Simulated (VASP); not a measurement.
The system is Si.

```xyz
2
Lattice="0.0000 2.7219 2.7219 2.7219 0.0000 2.7219 2.7219 2.7219 0.0000" Properties=species:S:1:pos:R:3 pbc="T T T"
Si    1.3609    1.3609    1.3609
Si    0.0000    0.0000    0.0000
```

Base run:

| Item | Value |
| --- | --- |
| Program | VASP 6.6.1 |
| Functional | r2SCAN |
| Potentials or basis | VASP PAW PBE potentials, release 64 (Si) |
| Cutoff | 520 eV |
| k mesh | 6 × 6 × 6 |
| Occupations | gaussian, width 0.1 eV |
| Spin | no spin polarisation |

Its results: band gap on the k mesh 0.93 eV, indirect (least direct gap 2.75 eV); pressure -0.1 GPa.

Task: The run is repeated on the same cell with these changes: k mesh from 6 × 6 × 6 to 8 × 8 × 8; occupations from gaussian, width 0.1 eV to gaussian, width 0.02 eV. What comes out?

Result: Band gap on the k mesh 0.83 eV, indirect (least direct gap 2.75 eV); pressure -0.2 GPa.

Caveats: the PAW data sets were made with another functional, which shifts forces and pressure a little.

A k mesh can miss the band edges.
